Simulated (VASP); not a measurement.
These are LDA (Ceperley-Alder, Perdew-Zunger), VASP's LDA PAW potentials (set 64) (plane waves; VASP) values and carry that method's errors.

The input files of a VASP run:

File KPOINTS:
```
kpoints
0
Gamma
7 7 2
0 0 0
```

INCAR:
```
ENCUT = 400   ! plane-wave cut-off (eV)
ALGO = Normal   ! blocked Davidson
LASPH = T   ! aspherical one-centre terms
LREAL = F
LCHARG = F
LWAVE = F
IBRION = 2   ! conjugate gradients
SYSTEM = MoSeS
NSW = 60
SIGMA = 0.05
ISMEAR = 0   ! Gaussian
NELM = 100   ! most electronic steps
EDIFFG = -0.02   ! ionic stop
EDIFF = 1E-6   ! SCF stop (eV)
ISIF = 3   ! ions, shape and volume
PREC = Accurate
LMAXMIX = 4
```

File POSCAR:
```
MoSeS
1.0
  3.1874961095   0.0000000000   0.0000000000
 -1.5937480548   2.7604523366   0.0000000000
  0.0000000000   0.0000000000  12.6183447533
Mo Se S
2 2 2
Cartesian
  0.0000000000   0.0000000000   3.2852906651
 -1.5937480548   2.7604523366   9.3330540882
  1.5937496485   0.9201498587  11.0274496387
 -0.0000015938   1.8403024779   1.5908951146
 -0.0000015938   1.8403024779   4.8023855696
  1.5937496485   0.9201498587   7.8159591837
```

POTCAR, in this order: Mo_sv Se S (LDA.64 set). Program: vasp_std.

The run wrote:

OSZICAR:
```
...
DAV:   8    -0.470038056050E+02   -0.62324E-07   -0.14406E-06   776   0.599E-03
   8 F= -.47003806E+02 E0= -.47003806E+02  d E =-.992507E-03
       N       E                     dE             d eps       ncg     rms          rms(c)
DAV:   1    -0.470041233613E+02   -0.31782E-03   -0.37042E-01   992   0.482E+00    0.332E-01
DAV:   2    -0.470043735432E+02   -0.25018E-03   -0.22291E-02  1068   0.982E-01    0.216E-01
DAV:   3    -0.470040752221E+02    0.29832E-03   -0.14924E-03  1197   0.221E-01    0.937E-02
DAV:   4    -0.470040361734E+02    0.39049E-04   -0.25291E-04  1232   0.865E-02    0.779E-02
DAV:   5    -0.470040344240E+02    0.17493E-05   -0.38902E-05  1218   0.386E-02    0.393E-02
DAV:   6    -0.470040320639E+02    0.23601E-05   -0.32122E-05  1195   0.254E-02    0.120E-02
DAV:   7    -0.470040317289E+02    0.33497E-06   -0.34243E-06   989   0.997E-03
   9 F= -.47004032E+02 E0= -.47004032E+02  d E =-.121863E-02
       N       E                     dE             d eps       ncg     rms          rms(c)
DAV:   1    -0.470043804000E+02   -0.34834E-03   -0.18177E-02   992   0.107E+00    0.144E-01
DAV:   2    -0.470042350094E+02    0.14539E-03   -0.20446E-03  1109   0.293E-01    0.696E-02
DAV:   3    -0.470041805292E+02    0.54480E-04   -0.28508E-04  1084   0.862E-02    0.211E-02
DAV:   4    -0.470041742938E+02    0.62354E-05   -0.42461E-05  1076   0.406E-02    0.184E-02
DAV:   5    -0.470041746315E+02   -0.33763E-06   -0.27522E-06   964   0.106E-02
  10 F= -.47004175E+02 E0= -.47004175E+02  d E =-.142903E-03
       N       E                     dE             d eps       ncg     rms          rms(c)
DAV:   1    -0.470063621954E+02   -0.21879E-02   -0.16412E-01   992   0.321E+00    0.429E-01
DAV:   2    -0.470050489232E+02    0.13133E-02   -0.18219E-02  1095   0.876E-01    0.210E-01
DAV:   3    -0.470045659011E+02    0.48302E-03   -0.25047E-03  1113   0.256E-01    0.643E-02
DAV:   4    -0.470045092490E+02    0.56652E-04   -0.38664E-04  1076   0.123E-01    0.568E-02
DAV:   5    -0.470045125416E+02   -0.32925E-05   -0.25372E-05  1260   0.314E-02    0.350E-02
DAV:   6    -0.470045090476E+02    0.34940E-05   -0.22519E-05  1123   0.208E-02    0.103E-02
DAV:   7    -0.470045092092E+02   -0.16165E-06   -0.29299E-06   936   0.101E-02
  11 F= -.47004509E+02 E0= -.47004509E+02  d E =-.477480E-03
       N       E                     dE             d eps       ncg     rms          rms(c)
DAV:   1    -0.470122043287E+02   -0.76953E-02   -0.65654E-01   992   0.642E+00    0.865E-01
DAV:   2    -0.470069574874E+02    0.52468E-02   -0.72625E-02  1088   0.175E+00    0.419E-01
DAV:   3    -0.470050405245E+02    0.19170E-02   -0.10051E-02  1113   0.513E-01    0.127E-01
DAV:   4    -0.470048130063E+02    0.22752E-03   -0.15556E-03  1083   0.246E-01    0.112E-01
DAV:   5    -0.470048252463E+02   -0.12240E-04   -0.10013E-04  1299   0.632E-02    0.690E-02
DAV:   6    -0.470048115901E+02    0.13656E-04   -0.86049E-05  1102   0.409E-02    0.210E-02
DAV:   7    -0.470048122648E+02   -0.67475E-06   -0.12334E-05  1124   0.199E-02    0.613E-03
DAV:   8    -0.470048122763E+02   -0.11421E-07   -0.76834E-07   713   0.604E-03
  12 F= -.47004812E+02 E0= -.47004812E+02  d E =-.780547E-03
       N       E                     dE             d eps       ncg     rms          rms(c)
DAV:   1    -0.470050535110E+02   -0.24125E-03   -0.48319E-03  1006   0.528E-01    0.637E-02
DAV:   2    -0.470049962414E+02    0.57270E-04   -0.53920E-04  1198   0.140E-01    0.401E-02
DAV:   3    -0.470049781031E+02    0.18138E-04   -0.83483E-05  1238   0.527E-02    0.152E-02
DAV:   4    -0.470049726823E+02    0.54208E-05   -0.18376E-05  1182   0.229E-02    0.832E-03
DAV:   5    -0.470049724813E+02    0.20093E-06   -0.13690E-06   736   0.729E-03
  13 F= -.47004972E+02 E0= -.47004972E+02  d E =-.160205E-03
       N       E                     dE             d eps       ncg     rms          rms(c)
DAV:   1    -0.470059946034E+02   -0.10219E-02   -0.43540E-02   992   0.159E+00    0.191E-01
DAV:   2    -0.470054795233E+02    0.51508E-03   -0.48368E-03  1198   0.420E-01    0.121E-01
DAV:   3    -0.470053172255E+02    0.16230E-03   -0.73964E-04  1225   0.157E-01    0.461E-02
DAV:   4    -0.470052677225E+02    0.49503E-04   -0.16579E-04  1168   0.686E-02    0.252E-02
DAV:   5    -0.470052661163E+02    0.16062E-05   -0.13860E-05  1257   0.217E-02    0.659E-03
DAV:   6    -0.470052656479E+02    0.46844E-06   -0.30704E-06   965   0.929E-03
  14 F= -.47005266E+02 E0= -.47005266E+02  d E =-.453372E-03
       N       E                     dE             d eps       ncg     rms          rms(c)
DAV:   1    -0.470079198695E+02   -0.26538E-02   -0.17443E-01   992   0.317E+00    0.382E-01
DAV:   2    -0.470058539582E+02    0.20659E-02   -0.19275E-02  1206   0.838E-01    0.242E-01
DAV:   3    -0.470052108685E+02    0.64309E-03   -0.29070E-03  1225   0.312E-01    0.919E-02
DAV:   4    -0.470050144374E+02    0.19643E-03   -0.67312E-04  1189   0.138E-01    0.499E-02
DAV:   5    -0.470050079461E+02    0.64914E-05   -0.55372E-05  1257   0.437E-02    0.135E-02
DAV:   6    -0.470050061361E+02    0.18100E-05   -0.12006E-05  1105   0.180E-02    0.768E-03
DAV:   7    -0.470050059100E+02    0.22609E-06   -0.15849E-06   720   0.729E-03
  15 F= -.47005006E+02 E0= -.47005006E+02  d E =-.193634E-03
       N       E                     dE             d eps       ncg     rms          rms(c)
DAV:   1    -0.470068062618E+02   -0.18001E-02   -0.89004E-02   992   0.227E+00    0.275E-01
DAV:   2    -0.470057501673E+02    0.10561E-02   -0.10089E-02  1206   0.606E-01    0.175E-01
DAV:   3    -0.470054120561E+02    0.33811E-03   -0.15415E-03  1233   0.226E-01    0.658E-02
DAV:   4    -0.470053106933E+02    0.10136E-03   -0.34138E-04  1154   0.983E-02    0.363E-02
DAV:   5    -0.470053074891E+02    0.32041E-05   -0.28218E-05  1271   0.311E-02    0.956E-03
DAV:   6    -0.470053064941E+02    0.99507E-06   -0.64125E-06  1082   0.132E-02
  16 F= -.47005306E+02 E0= -.47005306E+02  d E =-.494218E-03
       N       E                     dE             d eps       ncg     rms          rms(c)
DAV:   1    -0.470059426011E+02   -0.63511E-03   -0.28912E-02  1006   0.141E+00    0.263E-01
DAV:   2    -0.470055652893E+02    0.37731E-03   -0.24733E-03  1100   0.353E-01    0.535E-02
DAV:   3    -0.470054790998E+02    0.86189E-04   -0.48578E-04  1234   0.103E-01    0.431E-02
DAV:   4    -0.470054606866E+02    0.18413E-04   -0.10571E-04  1185   0.665E-02    0.193E-02
DAV:   5    -0.470054602319E+02    0.45464E-06   -0.10140E-05  1267   0.199E-02    0.186E-02
DAV:   6    -0.470054599204E+02    0.31155E-06   -0.44025E-06   942   0.100E-02
  17 F= -.47005460E+02 E0= -.47005460E+02  d E =-.153426E-03
       N       E                     dE             d eps       ncg     rms          rms(c)
DAV:   1    -0.470059159497E+02   -0.45572E-03   -0.25293E-02  1006   0.132E+00    0.245E-01
DAV:   2    -0.470055813538E+02    0.33460E-03   -0.21719E-03  1100   0.332E-01    0.500E-02
DAV:   3    -0.470055054964E+02    0.75857E-04   -0.42410E-04  1241   0.960E-02    0.404E-02
DAV:   4    -0.470054894511E+02    0.16045E-04   -0.91919E-05  1213   0.621E-02    0.184E-02
DAV:   5    -0.470054890304E+02    0.42073E-06   -0.89243E-06  1253   0.187E-02
  18 F= -.47005489E+02 E0= -.47005489E+02  d E =-.182536E-03
       N       E                     dE             d eps       ncg     rms          rms(c)
DAV:   1    -0.470055177328E+02   -0.28282E-04   -0.76956E-03   992   0.762E-01    0.203E-02
DAV:   2    -0.470055474837E+02   -0.29751E-04   -0.35094E-04  1006   0.123E-01    0.113E-02
DAV:   3    -0.470055457963E+02    0.16874E-05   -0.62557E-06  1257   0.176E-02    0.755E-03
DAV:   4    -0.470055454319E+02    0.36433E-06   -0.26709E-06   901   0.858E-03
  19 F= -.47005545E+02 E0= -.47005545E+02  d E =-.564015E-04
```

OUTCAR:
```
------------------------ aborting loop because EDIFF is reached ----------------------------------------
  FORCE on cell =-STRESS in cart. coord.  units (eV):
  Direction    XX          YY          ZZ          XY          YZ          ZX
  --------------------------------------------------------------------------------------
  Total       -0.0890668     -0.0890668      0.0440346      0.0000000      0.0000000      0.0000000
  in kB       -1.2967286     -1.2967283      0.6411026      0.0000000      0.0000000      0.0000000
  external PRESSURE =      -0.6507847 kB  Pullay stress =       0.0000000 kB
  volume of cell :      110.05
      direct lattice vectors                 reciprocal lattice vectors
     3.192673964 -0.000000000 -0.000000000     0.313217075  0.180835980  0.000000000
    -1.596336982  2.764936489  0.000000000     0.000000000  0.361671960  0.000000000
    -0.000000000 -0.000000000 12.466298286     0.000000000 -0.000000000  0.080216274
 POSITION                                       TOTAL-FORCE (eV/Angst)
 -----------------------------------------------------------------------------------
     -0.00000     -0.00000      3.27101         0.000000     -0.000000      0.017329
     -0.00000     -0.00000      9.19529         0.000000      0.000000     -0.017329
      1.59634      0.92164     10.88703         0.000000     -0.000000     -0.016624
     -0.00000      1.84329      1.57927        -0.000000      0.000000      0.016624
     -0.00000      1.84329      4.78686         0.000000     -0.000000      0.010566
      1.59634      0.92164      7.67944        -0.000000      0.000000     -0.010566
 -----------------------------------------------------------------------------------
    total drift:                               -0.000000     -0.000000      0.000000
  FREE ENERGIE OF THE ION-ELECTRON SYSTEM (eV)
  ---------------------------------------------------
  free  energy   TOTEN  =       -47.0055454319 eV

  energy  without entropy=      -47.0055454319  energy(sigma->0) =      -47.00554543

 reached required accuracy - stopping structural energy minimisation
```
(Selected blocks of OUTCAR.)

File CONTCAR:
```
MoSeS
   1.00000000000000
     3.1926739643180788   -0.0000000000000921   -0.0000000000000000
    -1.5963369822091997    2.7649364891126460    0.0000000000000000
    -0.0000000000000000   -0.0000000000000000   12.4662982858792528
  Mo              Se              S
     2     2     2
Direct
     0.0000000000000000    0.0000000000000000    0.2623881285714014
     0.0000000000000000    0.0000000000000000    0.7376118714285986
     0.6666669999999968    0.3333330000000032    0.8733166348670249
     0.3333330000000032    0.6666669999999968    0.1266833651329751
     0.3333330000000032    0.6666669999999968    0.3839840508591446
     0.6666669999999968    0.3333330000000032    0.6160159491408553
```

The structure comes from a computed database's MoSeS entry (P-3m1); how it stands against other phases isn't given here. This run relaxes it. Symmetry was kept, so distortions that lower it aren't found. The start is the result of an earlier pass.
